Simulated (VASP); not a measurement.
Input:

```
BaF2
1.0
    0.00000     3.07611     3.07611
    3.07611     0.00000     3.07611
    3.07611     3.07611     0.00000
Ba F
1 2
Direct
  0.00000   0.00000   0.00000
  0.25000   0.25000   0.25000
  0.75000   0.75000   0.75000
```

Calculation: vdW-DF-cx, VASP's PBE PAW potentials (set 64) (plane waves; VASP). Run with 520 eV cut-off, 6×6×6 Γ-centred mesh, Gaussian smearing of 0.050 eV, potentials Ba_sv F.

Problem. What does the run give for the energy per atom (σ→0), pressure?

Solution. 
The energy per atom (σ→0) is -3.744 eV/atom and the pressure comes out as 1.82 GPa.

The compound is BaF2 in the fluorite structure. This cell is one point of a volume scan, at 0.97 of the reference volume.
